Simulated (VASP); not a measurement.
Given:

```yaml
crystal:
  lattice:
    - [1.49735, -2.59349, 0.00000]
    - [1.49735, 2.59349, 0.00000]
    - [0.00000, 0.00000, 4.88493]
  atoms:
    - { symbol: Ga, position: [0.66667, 0.33333, 0.50056] }
    - { symbol: Ga, position: [0.33333, 0.66667, 0.00056] }
    - { symbol: N, position: [0.66667, 0.33333, 0.87644] }
    - { symbol: N, position: [0.33333, 0.66667, 0.37644] }
```

Computed with LDA (Ceperley-Alder, Perdew-Zunger), VASP's LDA PAW potentials (set 64) (plane waves; VASP). Settings: 620 eV cut-off, 9×9×5 Γ-centred mesh, Gaussian smearing of 0.050 eV, potentials Ga_d N.

What does the run give for the energy per atom (σ→0), pressure, band gap (on the k-mesh) with the smallest direct gap where there is one?

```
Property                                              Value
-----------------------------------  ----------------------
band gap (on the k-mesh)                            3.16 eV
smallest direct gap (on the k-mesh)                 3.16 eV
energy per atom (σ→0)                -654.0 kJ/mol of atoms
pressure                                          44.84 GPa
```

The compound is GaN in the wurtzite structure. It was relaxed first under an external pressure of 45 GPa.
